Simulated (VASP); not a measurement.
An input for Quantum ESPRESSO's pw.x (written as the equivalent of a VASP run, and not itself run):

```
&CONTROL
  calculation = 'scf'
  pseudo_dir = './pseudo'
  outdir = './out'
  tprnfor = .true.
  tstress = .true.
/
&SYSTEM
  ibrav = 0
  nat = 6
  ntyp = 2
  ecutwfc = 86
  occupations = 'smearing'
  smearing = 'gaussian'
  degauss = 0.003675
  input_dft = 'pbe'
/
&ELECTRONS
  conv_thr = 7.3e-08
  electron_maxstep = 100
/
ATOMIC_SPECIES
  Se 78.971 Se.upf
  Si 28.085 Si.upf
CELL_PARAMETERS angstrom
    -3.1847205    5.4478883    2.9650636
     3.1847205   -5.4478883    2.9650636
     3.1847205    5.4478883   -2.9650636
ATOMIC_POSITIONS crystal
  Se   0.8868467  0.8021747  0.6890214
  Se   0.3868467  0.6978253  0.0846720
  Se   0.6131533  0.3021747  0.9153280
  Se   0.1131533  0.1978253  0.3109786
  Si   0.7500000  0.7500000  1.0000000
  Si   0.2500000  0.2500000  1.0000000
K_POINTS automatic
  5 5 5 0 0 0
```

Write the VASP files for the same calculation (PBE).

This is not unique; one that fits is 
INCAR:
```
# general
SYSTEM =SiSe2
PREC   =Accurate
ENCUT  =400
LREAL  =.False.
LASPH  =.True.

# electronic loop
EDIFF  =1E-6
NELM   =100
ALGO   =Normal
LMAXMIX=4

# smearing
ISMEAR =0
SIGMA  =0.05

# functional
GGA    =PE

# output
LWAVE  =.False.
LCHARG =.True.
```

File POSCAR:
```
SiSe2
1.0
 -3.1847204770   5.4478883324   2.9650636153
  3.1847204770  -5.4478883324   2.9650636153
  3.1847204770   5.4478883324  -2.9650636153
Se Si
4 2
Direct
  0.8868466903   0.8021746661   0.6890213566
  0.3868466903   0.6978253339   0.0846720242
  0.6131533097   0.3021746661   0.9153279758
  0.1131533097   0.1978253339   0.3109786434
  0.7500000000   0.7500000000   1.0000000000
  0.2500000000   0.2500000000   1.0000000000
```

KPOINTS:
```
Automatic mesh
0
Gamma
5 5 5
0 0 0
```

POTCAR, in this order: Se Si (PBE.64 set). Program: vasp_std.

Limits of the translation: the potentials are each code's own (VASP's PAW set, PseudoDojo norm-conserving files in pw.x), so ENCUT and ecutwfc are chosen apart and not converted; conv_thr bounds pw.x's estimated SCF error, while EDIFF bounds the energy change between steps.

The structure was generated: SiSe2 was put into the SiS2 type (Ibam), which need not be its known phase. It was relaxed first, which changed the volume by +14 %.
